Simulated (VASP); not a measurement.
All values below come from PBE GGA, VASP's PBE PAW potentials (set 64) (plane waves; VASP).

A VASP calculation is set up with these files.

KPOINTS:
```
Automatic mesh
0
Gamma
7 7 4
0 0 0
```

### INCAR
```
# general
SYSTEM =ReS
PREC   =Accurate
ENCUT  =300   # plane-wave cut-off (eV)
LREAL  =.FALSE.
LASPH  =.TRUE.   # aspherical one-centre terms

# electronic loop
EDIFF  =1E-6
NELM   =100
ALGO   =Normal
LMAXMIX=6   # l cut-off of mixed one-centre charges

# smearing
ISMEAR =-1
SIGMA  =0.1   # width (eV)

# functional
GGA    =PE

# ions
ISIF   =2   # forces and stress, cell fixed

# output
LWAVE  =.FALSE.
LCHARG =.FALSE.
```

File POSCAR:
```
ReS
1
    3.8481870000     0.0000000000     0.0000000000
   -1.9240930000     3.3326270000     0.0000000000
    0.0000000000     0.0000000000     5.3634300000
Re S
2 2
Direct
  0.0098210000   0.0069040000  -0.0030490000
 -0.0014150000  -0.0050180000   0.4973140000
  0.3280840000   0.6712220000   0.2533220000
  0.6635100000   0.3268920000   0.7524130000
```

POTCAR, in this order: Re S (PBE.64 set). Program: vasp_std.

The resulting files:

**OSZICAR**
```
       N       E                     dE             d eps       ncg     rms          rms(c)
DAV:   1     0.580306191849E+02    0.58031E+02   -0.93319E+03  6651   0.127E+03
DAV:   2    -0.251563470202E+02   -0.83187E+02   -0.80311E+02  6389   0.295E+02
DAV:   3    -0.314024127033E+02   -0.62461E+01   -0.58961E+01  6113   0.867E+01
DAV:   4    -0.318028377991E+02   -0.40043E+00   -0.38559E+00  6036   0.174E+01
DAV:   5    -0.318381849422E+02   -0.35347E-01   -0.34706E-01  5822   0.403E+00    0.329E+01
DAV:   6    -0.309184541519E+02    0.91973E+00   -0.49756E+00  6715   0.398E+01    0.127E+01
DAV:   7    -0.308309641524E+02    0.87490E-01   -0.38135E-01  6435   0.578E+00    0.543E+00
DAV:   8    -0.308241637028E+02    0.68004E-02   -0.14996E-01  6251   0.599E+00    0.848E-01
DAV:   9    -0.308167620793E+02    0.74016E-02   -0.77875E-02  6612   0.373E+00    0.466E-01
DAV:  10    -0.308165138807E+02    0.24820E-03   -0.58478E-03  6323   0.748E-01    0.204E-01
DAV:  11    -0.308164803530E+02    0.33528E-04   -0.72116E-04  6372   0.387E-01    0.592E-02
DAV:  12    -0.308164913843E+02   -0.11031E-04   -0.98167E-05  6332   0.899E-02    0.163E-02
DAV:  13    -0.308164922066E+02   -0.82235E-06   -0.80394E-06  4564   0.512E-02
   1 F= -.30816492E+02 E0= -.30774774E+02  d E =-.834356E-01
```

File OUTCAR:
```
------------------------ aborting loop because EDIFF is reached ----------------------------------------
  FORCE on cell =-STRESS in cart. coord.  units (eV):
  Direction    XX          YY          ZZ          XY          YZ          ZX
  --------------------------------------------------------------------------------------
  Total       -7.2138322     -7.3589726    -10.0259511     -0.0321082     -0.0091942     -0.0727577
  in kB     -168.0316620   -171.4124144   -233.5342969     -0.7478954     -0.2141599     -1.6947431
  external PRESSURE =    -190.9927911 kB  Pullay stress =       0.0000000 kB
  volume of cell :       68.78
      direct lattice vectors                 reciprocal lattice vectors
     3.848187000  0.000000000  0.000000000     0.259862631  0.150031753  0.000000000
    -1.924093000  3.332627000  0.000000000     0.000000000  0.300063583  0.000000000
     0.000000000  0.000000000  5.363430000     0.000000000  0.000000000  0.186447851
 POSITION                                       TOTAL-FORCE (eV/Angst)
 -----------------------------------------------------------------------------------
      0.02451      0.02301      5.34708        -0.077610      0.005547     -0.083116
      1.92830      3.31590      2.66731        -0.135778     -0.053771     -0.086940
     -0.02896      2.23693      1.35867         0.202786     -0.114227      0.076615
      1.92434      1.08941      4.03551         0.010601      0.162451      0.093442
 -----------------------------------------------------------------------------------
    total drift:                                0.000057      0.000163     -0.000016
  FREE ENERGIE OF THE ION-ELECTRON SYSTEM (eV)
  ---------------------------------------------------
  free  energy   TOTEN  =       -30.8164922066 eV

  energy  without entropy=      -30.7330566486  energy(sigma->0) =      -30.77477443
```
(Selected blocks of OUTCAR.)

At this cut-off the stress carries a Pulay error, which pulls relaxed volumes low.

The structure was generated: ReS was put into an ordered model structure, which need not be its known phase. The cell was not relaxed at this level, atoms are displaced from their ideal sites.
